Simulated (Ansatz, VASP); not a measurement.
**Cross-check of Cu2Te between VASP and Ansatz**

Aim: how closely do two programs agree when they are given the same cell, functional and k mesh? The cell is generated by rule, not measured, and may not be a known phase. The cell is taken from a series of runs on this material, whose earlier steps may have relaxed, scaled, displaced or heated it; both programs get it as it stands.

Main program and level: Ansatz 0.2.0; plane waves, with VASP 6.6.1 beside it; single point at PBEsol.

The structure was built from a prototype and need not be the compound's stable phase.

## (1) Set-up

The structure is tetragonal, space group I4_1/amd (No. 141). Conventional cell: a = 7.845 Å, b = 7.845 Å, c = 11.095 Å, α = 90.00°, β = 90.00°, γ = 90.00°. Te has 4 Cu at 2.42 to 2.44 Å nearest. Cu has 2 Te at 2.42 to 2.44 Å nearest. Farther neighbours and most contacts between anions are not listed.

## (2) VASP: single point, PBEsol, pair 1

A single point gives forces, pressure and levels at one fixed geometry, so differences don't come from the geometry; what else differs is listed under the comparison.

Lines of VASP's logs that name or quote its potential files are left out, and so is its time.

Input file INCAR:

```
SYSTEM = Cu2Te
PREC = Accurate
ENCUT = 600
EDIFF = 1E-06
NELM = 120
ISMEAR = 0
SIGMA = 0.02
LREAL = .FALSE.
ALGO = Normal
GGA = PS
NBANDS = 69
LASPH = .TRUE.
LORBIT = 11
LWAVE = .FALSE.
LCHARG = .FALSE.
ISIF = 2
GGA_COMPAT = .FALSE.
EFERMI = MIDGAP
KPAR = 2
```

Input file POSCAR:

```
Cu2Te
1.0
    5.5475960802      5.5475960802      0.0000000000
    5.5475960802      0.0000000000      5.5475960802
    5.5475960802      0.0000000000     -5.5475960802
Te Cu
4 8
Direct
    0.0476215562      0.9761892219      0.9761892219
    0.9523784438      0.5238107781      0.5238107781
    0.5476215562      0.2261892219      0.7261892219
    0.4523784438      0.7738107781      0.2738107781
    0.3508108792      0.0468938315      0.8245945604
    0.1491891208      0.7031061685      0.4254054396
    0.8508108792      0.0745945604      0.7968938315
    0.6491891208      0.6754054396      0.4531061685
    0.3508108792      0.6022952893      0.8245945604
    0.1491891208      0.1477047107      0.4254054396
    0.8508108792      0.0745945604      0.3522952893
    0.6491891208      0.6754054396      0.8977047107
```

Input file KPOINTS:

```
Automatic mesh
0
Gamma
4 4 4
0 0 0
```

Potentials, in the order of the species: Te and Cu (PBE family, release 64).

On the command line:

```sh
$ mpirun -np 2 vasp_std
```

Numbers of over 12 decimals in the logs are rounded to 6 here.

The program printed:

```text
[banner, memory and clock lines left out]
running    2 mpi-ranks, on    1 nodes
 distrk:  each k-point on    1 cores,    2 groups
 distr:  one band on    1 cores,    1 groups

 POSCAR found type information on POSCAR TeCu
 POSCAR found :  2 types and      12 ions
|                                                                             |
|               ----> ADVICE to this user running VASP <----                  |
|                                                                             |
|     You enforced a specific xc type in the INCAR file but a different       |
|     [... a line on the potential file left out ...]
|     I HOPE YOU KNOW WHAT YOU ARE DOING!                                     |
|                                                                             |

 LDA part: xc-table for (Slater+PW92), standard interpolation
 POSCAR, INCAR and KPOINTS ok, starting setup
 FFT: planning ... GRIDC
 FFT: planning ... GRID_SOFT
 FFT: planning ... GRID
 WAVECAR not read
 entering main loop
       N       E                     dE             d eps       ncg     rms          rms(c)
DAV:   1     0.999487146404E+03    0.99949E+03   -0.48454E+04  1794   0.205E+03
DAV:   2     0.851135870127E+02   -0.91437E+03   -0.88824E+03  1794   0.432E+02
DAV:   3    -0.392822326841E+02   -0.12440E+03   -0.11414E+03  2156   0.198E+02
DAV:   4    -0.484636592909E+02   -0.91814E+01   -0.90151E+01  2812   0.578E+01
DAV:   5    -0.486325621685E+02   -0.16890E+00   -0.16864E+00  2772   0.998E+00    0.188E+01
DAV:   6    -0.480721536797E+02    0.56041E+00   -0.87001E+01  2508   0.117E+02    0.131E+01
DAV:   7    -0.441793058895E+02    0.38928E+01   -0.19134E+01  2140   0.656E+01    0.507E+00
DAV:   8    -0.442518902152E+02   -0.72584E-01   -0.20777E+00  2788   0.104E+01    0.300E+00
DAV:   9    -0.442013228719E+02    0.50567E-01   -0.24992E-01  2491   0.688E+00    0.300E-01
DAV:  10    -0.442028617427E+02   -0.15389E-02   -0.22694E-02  2564   0.155E+00    0.239E-01
DAV:  11    -0.442032631820E+02   -0.40144E-03   -0.54551E-03  2240   0.942E-01    0.127E-01
DAV:  12    -0.442033883797E+02   -0.12520E-03   -0.17126E-03  2380   0.564E-01    0.363E-02
DAV:  13    -0.442033665987E+02    0.21781E-04   -0.25824E-04  2380   0.246E-01    0.311E-02
DAV:  14    -0.442033834269E+02   -0.16828E-04   -0.16280E-04  2342   0.116E-01    0.195E-02
DAV:  15    -0.442033825866E+02    0.84025E-06   -0.12742E-05  2292   0.457E-02    0.606E-03
DAV:  16    -0.442033829157E+02   -0.32908E-06   -0.45620E-06  1819   0.238E-02
   1 F= -.44203383E+02 E0= -.44203383E+02  d E =0.000000E+00
```

Parts of OUTCAR (step 2):

```text
ion  position               nearest neighbor table
   1  0.048  0.976  0.976-   5 2.42   9 2.42   7 2.44  11 2.44
   2  0.952  0.524  0.524-   8 2.42  12 2.42  10 2.44   6 2.44
   3  0.548  0.226  0.726-   7 2.42  11 2.42   9 2.44   5 2.44
   4  0.452  0.774  0.274-   6 2.42  10 2.42   8 2.44  12 2.44
   5  0.351  0.047  0.825-   1 2.42   3 2.44
   6  0.149  0.703  0.425-   4 2.42   2 2.44
   7  0.851  0.075  0.797-   3 2.42   1 2.44
   8  0.649  0.675  0.453-   2 2.42   4 2.44
   9  0.351  0.602  0.825-   1 2.42   3 2.44
  10  0.149  0.148  0.425-   4 2.42   2 2.44
  11  0.851  0.075  0.352-   3 2.42   1 2.44
  12  0.649  0.675  0.898-   2 2.42   4 2.44

  LATTYP: Found a face centered cubic cell.
 ALAT       =    11.0951921604

 Subroutine GETGRP returns: Found 16 space group operations
 (whereof  4 operations were pure point group operations)

The static configuration has the point symmetry C_2v.
 The point group associated with its full space group is D_4h.

 Found     13 irreducible k-points:

   k-points           NKPTS =     13   k-points in BZ     NKDIM =     13   number of bands    NBANDS=     69

   dimension x,y,z NGX =    64 NGY =   64 NGZ =   64
   dimension x,y,z NGXF=   128 NGYF=  128 NGZF=  128

   ENCUT  =  600.0 eV  44.10 Ry    6.64 a.u.  15.67 15.67 15.67*2*pi/ulx,y,z

   NELECT =     112.0000    total number of electrons

 k-points in reciprocal lattice and weights: Automatic mesh
   0.00000000  0.00000000  0.00000000       0.016
   0.25000000  0.00000000  0.00000000       0.031
   0.25000000  0.25000000  0.25000000       0.062
   0.50000000  0.00000000  0.00000000       0.016
   0.50000000  0.50000000  0.50000000       0.031
   0.00000000  0.25000000  0.00000000       0.125
   0.50000000  0.25000000  0.00000000       0.125
   0.25000000  0.25000000  0.50000000       0.250
   0.00000000  0.50000000  0.00000000       0.062
   0.25000000  0.50000000  0.00000000       0.062
  -0.25000000 -0.25000000  0.25000000       0.125
  -0.25000000  0.25000000  0.25000000       0.062
   0.25000000  0.50000000  0.50000000       0.031

 average (electrostatic) potential at core
       1 -91.3403       2 -91.3403       3 -91.3403       4 -91.3403       5 -67.5724
       6 -67.5724       7 -67.5724       8 -67.5724       9 -67.5724      10 -67.5724
      11 -67.5724      12 -67.5724

 E-fermi :   2.9736

 k-point     1 :       0.0000    0.0000    0.0000
  band No.  band energies     occupation
    ...
     52       1.5629      2.00000
     53       1.6369      2.00000
     54       1.7352      2.00000
     55       1.7352      2.00000
     56       1.8397      2.00000
     57       3.7437      0.00000
     58       3.8510      0.00000
     59       3.9641      0.00000
     60       5.9493      0.00000
     61       5.9493      0.00000
    ...

 k-point     2 :       0.2500    0.0000    0.0000
  band No.  band energies     occupation
    ...
     52       1.6371      2.00000
     53       1.6371      2.00000
     54       1.7422      2.00000
     55       1.7824      2.00000
     56       1.7824      2.00000
     57       4.1351      0.00000
     58       4.3497      0.00000
     59       4.3937      0.00000
     60       5.2941      0.00000
     61       5.5058      0.00000
    ...

 k-point     3 :       0.2500    0.2500    0.2500
  band No.  band energies     occupation
    ...
     52       1.5244      2.00000
     53       1.5703      2.00000
     54       1.6964      2.00000
     55       1.8228      2.00000
     56       2.0304      2.00000
     57       4.1830      0.00000
     58       4.6372      0.00000
     59       4.6572      0.00000
     60       4.8233      0.00000
     61       5.3000      0.00000
    ...

  Total       -2.8675143     -0.4722197     -2.8675143      0.0000000      0.0000000     -0.0000000
  in kB      -13.4546275     -2.2156959    -13.4546275      0.0000000      0.0000000     -0.0000000
  external PRESSURE =      -9.7083169 kB  Pullay stress =       0.0000000 kB

  energy-cutoff  :      600.00
  volume of cell :      341.46
      direct lattice vectors                 reciprocal lattice vectors
     5.547596080  5.547596080  0.000000000     0.000000000  0.180258257  0.000000000
     5.547596080  0.000000000  5.547596080     0.090129129 -0.090129129  0.090129129
     5.547596080  0.000000000 -5.547596080     0.090129129 -0.090129129 -0.090129129

 POSITION                                       TOTAL-FORCE (eV/Angst)
 -----------------------------------------------------------------------------------
     11.09519      0.26419      0.00000        -0.000000      0.067747      0.000000
     11.09519      5.28341      0.00000         0.000000     -0.067747      0.000000
      8.32139      3.03798     -2.77380        -0.000000      0.067747      0.000000
      8.32139      2.50961      2.77380         0.000000     -0.067747      0.000000
      6.78082      1.94616     -4.31437        -0.133016      0.212054     -0.133016
      7.08817      0.82764      1.54057         0.133016     -0.212054      0.133016
      9.55462      4.71996     -4.00702        -0.133016      0.212054      0.133016
      9.86197      3.60144      1.23323         0.133016     -0.212054     -0.133016
      9.86197      1.94616     -1.23323         0.133016      0.212054      0.133016
      4.00702      0.82764     -1.54057        -0.133016     -0.212054     -0.133016
      7.08817      4.71996     -1.54057         0.133016      0.212054     -0.133016
     12.32842      3.60144     -1.23323        -0.133016     -0.212054      0.133016
 -----------------------------------------------------------------------------------
    total drift:                                0.000000     -0.000000     -0.000000

  FREE ENERGIE OF THE ION-ELECTRON SYSTEM (eV)
  ---------------------------------------------------
  free  energy   TOTEN  =       -44.2033829157 eV

  energy  without entropy=      -44.2033829157  energy(sigma->0) =      -44.20338292

 total charge
# of ion       s       p       d       tot
------------------------------------------
    1        1.330   2.092   0.063   3.485
    2        1.330   2.092   0.063   3.485
    3        1.330   2.092   0.063   3.485
    4        1.330   2.092   0.063   3.485
    5        0.429   0.238   9.275   9.943
    6        0.429   0.238   9.275   9.943
    7        0.429   0.238   9.275   9.943
    8        0.429   0.238   9.275   9.943
    9        0.429   0.238   9.275   9.943
   10        0.429   0.238   9.275   9.943
   11        0.429   0.238   9.275   9.943
   12        0.429   0.238   9.275   9.943
--------------------------------------------------
tot          8.755  10.275  74.455  93.484

[... 3 further parts left out ...]
```

This run has no spin polarisation, so a moment on Cu, if there is one, isn't seen.

## (3) Ansatz: single point, PBEsol, pair 1

Ansatz runs on its default PAW (the set named soft_2) files.

The same cell, functional, mesh and smearing now go to Ansatz, which takes its cutoff from its data sets.

Input file input.yaml:

```yaml
crystal:
  lattice:
    - [5.5475960802, 5.5475960802, 0.0]
    - [5.5475960802, 0.0, 5.5475960802]
    - [5.5475960802, 0.0, -5.5475960802]
  atoms:
    - { symbol: Te, position: [0.0476215562, -0.0238107781, -0.0238107781] }
    - { symbol: Te, position: [-0.0476215562, 0.5238107781, 0.5238107781] }
    - { symbol: Te, position: [0.5476215562, 0.2261892219, 0.7261892219] }
    - { symbol: Te, position: [0.4523784438, 0.7738107781, 0.2738107781] }
    - { symbol: Cu, position: [0.3508108792, 0.0468938315, 0.8245945604] }
    - { symbol: Cu, position: [0.1491891208, 0.7031061685, 0.4254054396] }
    - { symbol: Cu, position: [0.8508108792, 0.0745945604, 0.7968938315] }
    - { symbol: Cu, position: [0.6491891208, 0.6754054396, 0.4531061685] }
    - { symbol: Cu, position: [0.3508108792, 0.6022952893, 0.8245945604] }
    - { symbol: Cu, position: [0.1491891208, 0.1477047107, 0.4254054396] }
    - { symbol: Cu, position: [0.8508108792, 0.0745945604, 0.3522952893] }
    - { symbol: Cu, position: [0.6491891208, 0.6754054396, 0.8977047107] }
kpoints:
  mp_grid: { grid: [4, 4, 4] }
hamiltonian:
  xc: pbesol
scf:
  occupations: { method: gaussian, width: 0.02 }
output:
  forces: true
  stress: true
  eigenvalues: true
```

On the command line:

```sh
$ ansatz run input.yaml --threads 8 --pin off --max-ram 14336MiB --backend cpu --events-out ev --progress --plain --runs-dir out
```

The program printed:

```text
Engine: ansatz 0.2.0, aarch64-unknown-linux-gnu
Pseudopotentials: kind: paw
Pseudopotential: Te, paw, valence charge 16, recommended cutoff 420 eV (normal), Te.paw.azcp
Pseudopotential: Cu, paw, valence charge 19, recommended cutoff 420 eV (normal), Cu.paw.azcp
Functional definition: PBEsol
  exchange = pbesol_x
  correlation = pbesol_c
Crystal: 12 atoms, lattice volume = 341.464 Å³
Basis set: ecut = 420 eV, 6615 PW (Γ), exchange–correlation on 108×108×108 points (8 copies of the dense FFT grid, shifted against one another)
Bands: 130, of which v1, the nominal top of the filled ones, is band 108 counted from 1 (107 counted from 0)
Symmetry: 16 space group operations
Space group: I41/amd (ITA 141), of the structure as read, at distance tolerance 7.0e-5 Å
k-points: 13 of 64
Non-local potential: Te, projectors of the file, l = 0: 2, l = 1: 2, l = 2: 2, l = 3: 2
Non-local potential: Cu, projectors of the file, l = 0: 3, l = 1: 2, l = 2: 3, l = 3: 1
PAW form: soft (Blöchl's): semilocal exchange-correlation on the pseudo side does not see the compensation charge
PAW frozen core: Te, regenerated for the run's functional, and the local potential with it (the file was generated under x = pbe(κ = 0.804, μ = 0.219515), c = pbe(β = 0.066725))
PAW frozen core: Cu, regenerated for the run's functional, and the local potential with it (the file was generated under x = pbe(κ = 0.804, μ = 0.219515), c = pbe(β = 0.066725))
PAW one-centre angular grid: Te, 590 points (default); XC on 64 Gauss nodes
PAW one-centre angular grid: Cu, 590 points (default); XC on 64 Gauss nodes
Initial density: superposition of atomic densities (neutral atoms: chi_scale 0, normalization atom), corrected by the library's trained network
Initial wavefunctions: pseudopotential atomic-orbital guess
Functional: x = pbesol(κ = 0.804, μ = 0.123457), c = pbesol(β = 0.046)
SCF iter   1: F=—  HF=-80311.664000 eV  |F-HF|=—  |Δ(HF+E_count)|=         —  Δρ=8.06e-3  dr2=1.28e-1  ethr=1.77e-3  ⟨swp⟩=6.1  Hψ=6557  notcnv=0  defer=58
preconditioner: auto → Resta (q_TF=auto, 2.528 Å⁻¹)  ε∞=9.1  [insulator: Δε(μ)=1.457 eV  Ē_g=7.480 eV  σ=0.020 eV  W_gap=1.00  n_scr=88 (ndim 8)  ℏωp=21.3 eV  f_vac=0.257  D(μ)=0.00/eV (n_scr^D=0)  ε∞_Penn≈9.1]
SCF iter   2: F=—  HF=-80311.660817 eV  |F-HF|=—  |Δ(HF+E_count)|=   3.18e-3  Δρ=6.68e-3  dr2=9.59e-2  ethr=5.94e-5  ⟨swp⟩=2.2  Hψ=3440  notcnv=0  defer=193
SCF iter   3: F=—  HF=-80311.634912 eV  |F-HF|=—  |Δ(HF+E_count)|=   2.59e-2  Δρ=1.42e-3  dr2=8.32e-3  ethr=4.44e-5  ⟨swp⟩=2.0  Hψ=2266  notcnv=0  defer=128
automatic band count: iteration 3 solves 125 bands in place of 130: the levels show a gap, and the empty bands left out lie too high to hold charge; the band table lists the bands solved (type scf.n_extra_bands for more)
SCF iter   4: F=—  HF=-80311.634343 eV  |F-HF|=—  |Δ(HF+E_count)|=   5.69e-4  Δρ=2.91e-4  dr2=7.34e-4  ethr=3.85e-6  ⟨swp⟩=2.0  Hψ=2318  notcnv=0  defer=128
SCF iter   5: F=—  HF=-80311.634751 eV  |F-HF|=—  |Δ(HF+E_count)|=   4.08e-4  Δρ=1.34e-4  dr2=1.47e-4  ethr=3.40e-7  ⟨swp⟩=2.0  Hψ=2181  notcnv=0  defer=128
SCF iter   6: F=—  HF=-80311.634926 eV  |F-HF|=—  |Δ(HF+E_count)|=   1.75e-4  Δρ=4.10e-5  dr2=1.53e-5  ethr=6.83e-8  ⟨swp⟩=2.0  Hψ=2225  notcnv=0  defer=128
SCF iter   7: F=—  HF=-80311.634860 eV  |F-HF|=—  |Δ(HF+E_count)|=   6.63e-5  Δρ=4.08e-5  dr2=5.69e-6  ethr=7.08e-9  ⟨swp⟩=2.0  Hψ=2211  notcnv=0  defer=128
SCF iter   8: F=—  HF=-80311.634862 eV  |F-HF|=—  |Δ(HF+E_count)|=   2.39e-6  Δρ=1.41e-5  dr2=6.49e-7  ethr=2.63e-9  ⟨swp⟩=2.0  Hψ=2177  notcnv=0  defer=128
SCF iter   9: F=—  HF=-80311.634862 eV  |F-HF|=—  |Δ(HF+E_count)|=   3.31e-7  Δρ=4.71e-6  dr2=1.01e-7  ethr=4.63e-11  ⟨swp⟩=9.0  Hψ=7766  notcnv=0
SCF iter  10: F=-80311.634862 eV  HF=-80311.634862 eV  |F-HF|=4.15e-9  |Δ(HF+E_count)|=   6.99e-8  Δρ=2.89e-6  dr2=2.35e-8  ethr=4.63e-11  ⟨swp⟩=4.5  Hψ=5397  notcnv=0
SCF 1 converged in 10 iterations: F = -80311.634862 eV  dr2 = 2.35e-8
  greatest PAW one-centre occupation: 1.000 electrons in one spin orbital (limit 2), on the Cu atom at site 11 (counted from 0), in its partial waves of l = 0
SCF converged after 10 iterations
Free energy (F): -80311.634862 eV
Harris-Foulkes:  -80311.634862 eV  (|F-HF|=4.15e-9)
Internal energy: -80311.634862 eV  (E = F + TS)
E sigma→0 (E₀):  -80311.634862 eV
Fermi energy:    6.618137 eV
--- Per-component energies (eV) ---
  E_band       = -5521.250492
  E_kinetic    = 3128.038158
  E_local      = -55849.219249  (includes V_loc(G=0)·N_el)
  E_nonlocal   = 1979.475040
  E_hartree    = 25892.554867
  E_xc         = -1186.926604
  E_vxc        = -1314.918128  (∫ρ·V_xc dr)
  E_paw        = -31422.225480  (= ΣΔE_a)
  E_vpaw       = -5249.773220  (= ΣTr[D̂ρ^β])
  E_aug_tail   = 0.001355  (compensation charges beyond the density's cutoff)
  E_ewald      = -22856.481828
  E_core_change = 3.148878  (= ΣΔE_core)
  E_smearing   = -0.000000  (= −TS)
  E_closure    = -0.000000  (closes the sum)
  Σ components = -80311.634862   (vs F -80311.634862, Δ=0.00e0)
--- Forces (eV/Å), atoms counted from 1 ---
  atom   1  Te    -0.00000000     0.07758043    -0.00000000
  atom   2  Te     0.00000000    -0.07758043     0.00000000
  atom   3  Te     0.00000000     0.07758043    -0.00000000
  atom   4  Te     0.00000000    -0.07758043     0.00000000
  atom   5  Cu    -0.13481044     0.21306140    -0.13481044
  atom   6  Cu     0.13481044    -0.21306140     0.13481044
  atom   7  Cu    -0.13481044     0.21306140     0.13481044
  atom   8  Cu     0.13481044    -0.21306140    -0.13481044
  atom   9  Cu     0.13481044     0.21306140     0.13481044
  atom  10  Cu    -0.13481044    -0.21306140    -0.13481044
  atom  11  Cu     0.13481044     0.21306140    -0.13481044
  atom  12  Cu    -0.13481044    -0.21306140     0.13481044
  max |Σ_I F_I| component: 5.55e-17 eV/Å
--- Stress (GPa, compression-positive) ---
       -1.511901       0.000000       0.000000
        0.000000      -0.369509       0.000000
        0.000000       0.000000      -1.511901
  P = ⅓ Tr σ = -1.1311 GPa (-11.311 kbar)
--- Band table (eV; the first three rows and the last of 13) ---
  k-point 0: bands = [... 104 lower, 5.2886, 5.3893, 5.3893, 5.4934, 7.3819, 7.4902, 7.6004, 9.5835, ... 13 higher]
  k-point 1: bands = [... 104 lower, 5.2520, 5.2709, 5.4662, 5.6024, 7.8688, 7.9696, 8.0505, 8.7146, ... 13 higher]
  k-point 2: bands = [... 104 lower, 5.1845, 5.3215, 5.7161, 5.8247, 7.8574, 8.5452, 8.6271, 8.6595, ... 13 higher]
  k-point 12: bands = [... 104 lower, 5.4014, 5.4014, 5.5187, 5.5187, 7.6375, 7.6375, 8.8386, 8.8386, ... 13 higher]
```

Reading the cycles: dr2 is the Hartree energy of the density residual (eV), the measure of convergence; HF is the Harris–Foulkes estimate of the energy, which meets the free energy F at convergence.

The run ends at a pressure of -1.13 GPa, with forces up to 0.29 eV/Å.

## (4) Side by side

Known differences besides the potentials themselves: the data sets hold 216 valence electrons in Ansatz (on its default PAW (the set named soft_2) files) and 112 in VASP; the cutoff is 420 eV in Ansatz and 600 eV in VASP; Ansatz makes its cores anew for this functional, VASP keeps those of its PBE data sets. Total energies have different zeros and are not compared.

Both answers:

```csv
quantity,Ansatz,VASP,difference
pressure (GPa),-1.13,-0.97,-0.16
gap on the k mesh (eV),1.528,1.540,-0.012
```

Forces on 10 of the 12 atoms, those with the largest forces and the largest differences (eV/Å; atoms numbered as in POSCAR):

```csv
atom,"Ansatz x, y, z","VASP x, y, z"
Te1,"0.000, 0.078, 0.000","0.000, 0.068, 0.000"
Te2,"0.000, -0.078, 0.000","0.000, -0.068, 0.000"
Te4,"0.000, -0.078, 0.000","0.000, -0.068, 0.000"
Cu5,"-0.135, 0.213, -0.135","-0.133, 0.212, -0.133"
Cu7,"-0.135, 0.213, 0.135","-0.133, 0.212, 0.133"
Cu8,"0.135, -0.213, -0.135","0.133, -0.212, -0.133"
Cu9,"0.135, 0.213, 0.135","0.133, 0.212, 0.133"
Cu10,"-0.135, -0.213, -0.135","-0.133, -0.212, -0.133"
Cu11,"0.135, 0.213, -0.135","0.133, 0.212, -0.133"
Cu12,"-0.135, -0.213, 0.135","-0.133, -0.212, 0.133"
```

The forces differ by 3.5 meV/Å r.m.s., which is 2.6 % of the r.m.s. force of 0.136 eV/Å (both taken over all components). A gap on the mesh is an upper bound, since the band edges may lie between its points.

[end of part 1 of 2]

[Lines on the potential files, build, host, timing and source positions are cut from VASP's logs without a mark.]

[Logs are printed without paths, hosts, clocks, repeated set-up lines and the standing remarks that a program may print on its own settings, such as how far it seeks lower states.]

[Hosts, paths, dates, database ids (printed as entryN), source tags and the programs' standing remarks are cut or masked in the printed files.]
